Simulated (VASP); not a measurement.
Method: r2SCAN+rVV10, VASP's PBE PAW potentials (set 64) (plane waves; VASP).

A VASP calculation is set up with these files.

File POSCAR:
```
FePt
1.0
  2.7200000000   0.0000000000   0.0000000000
  0.0000000000   2.7200000000   0.0000000000
  0.0000000000   0.0000000000   3.7100000000
Fe Pt
1 1
Cart
  0.0000000000   0.0000000000   0.0000000000
  1.3600000000   1.3600000000   1.8550000000
```

**KPOINTS**
```
Automatic mesh
0
Gamma
12 12 9
0 0 0
```

**INCAR**
```
LCHARG = .FALSE.
PREC = Accurate
EDIFFG = -0.01
ENCUT = 520
SYSTEM = FePt
BPARAM = 11.95
LORBIT = 10
NELM = 100   # most electronic steps
CPARAM = 0.0093
LREAL = .FALSE.   # projection in real space or not
ISPIN = 2
ALGO = Normal
ISMEAR = 1   # Methfessel-Paxton
IBRION = 2
LMIXTAU = .TRUE.
METAGGA = R2SCAN
LWAVE = .FALSE.
LMAXMIX = 6   # l cut-off of mixed one-centre charges
EDIFF = 1E-6   # SCF stop (eV)
MAGMOM = 3.0 0.0
LUSE_VDW = .TRUE.
NSW = 60   # most ionic steps
ISIF = 3   # ions, shape and volume
LASPH = .TRUE.   # aspherical one-centre terms
SIGMA = 0.1   # width (eV)
```

POTCAR, in this order: Fe Pt (PBE.64 set). Program: vasp_std.

Unless said otherwise, spin-orbit coupling is left out, though it shifts the bands of the heavy elements here.

Problem. What does the run give for the energy per atom (σ→0), cell moment, volume per atom, band gap (on the k-mesh)?

Solution. 
```
Property                                                    Result
------------------------  ----------------------------------------
energy per atom (σ→0)                              -33.100 eV/atom
cell moment                                                3.56 μB
band gap (on the k-mesh)  none (metal, semimetal or under 0.01 eV)
volume per atom                                     13.82 Å^3/atom
```

File OSZICAR:
```
...
DAV:   2    -0.661979430999E+02    0.28370E-01   -0.72387E-02 10199   0.306E+00    0.831E-01
DAV:   3    -0.661997407677E+02   -0.17977E-02   -0.66179E-03 10801   0.198E+00    0.398E-01
DAV:   4    -0.661992335421E+02    0.50723E-03   -0.38441E-03 10466   0.169E+00    0.358E-01
DAV:   5    -0.661990273043E+02    0.20624E-03   -0.38908E-04 11262   0.539E-01    0.144E-01
DAV:   6    -0.661990019337E+02    0.25371E-04   -0.16406E-04 12158   0.193E-01    0.212E-02
DAV:   7    -0.661990041818E+02   -0.22481E-05   -0.16430E-05 11767   0.762E-02    0.991E-03
DAV:   8    -0.661990047963E+02   -0.61451E-06   -0.82011E-07  6020   0.104E-02
   3 F= -.66199005E+02 E0= -.66199040E+02  d E =-.906363E-03  mag=     3.5595
```

The compound is FePt in the L1_0 structure. This run relaxes it. Symmetry was kept, so distortions that lower it aren't found.
